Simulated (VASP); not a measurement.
```
CELL_PARAMETERS angstrom
      4.07687     0.00000     0.00000
      0.00000     4.07687     0.00000
      0.00000     0.00000     4.07687
ATOMIC_POSITIONS crystal
  K  0.00000 0.00000 0.00000
  Mg 0.50000 0.50000 0.50000
  F  0.50000 0.00000 0.50000
  F  0.00000 0.50000 0.50000
  F  0.50000 0.50000 0.00000
```

The numbers are results of PW91 GGA, VASP's PBE PAW potentials (set 64) (plane waves; VASP), not measurements. Settings: 520 eV cut-off, 6×6×6 Γ-centred mesh, Gaussian smearing of 0.050 eV, potentials K_sv Mg F.

Give the stress tensor in GPa (positive for a compressed cell).

```
-1.83   0.00   0.00
 0.00  -1.83   0.00
 0.00   0.00  -1.83
```
The pressure is its mean diagonal, -1.83 GPa.

The compound is KMgF3 in the cubic perovskite structure. This cell is one point of a volume scan, at 1.03 of the reference volume.
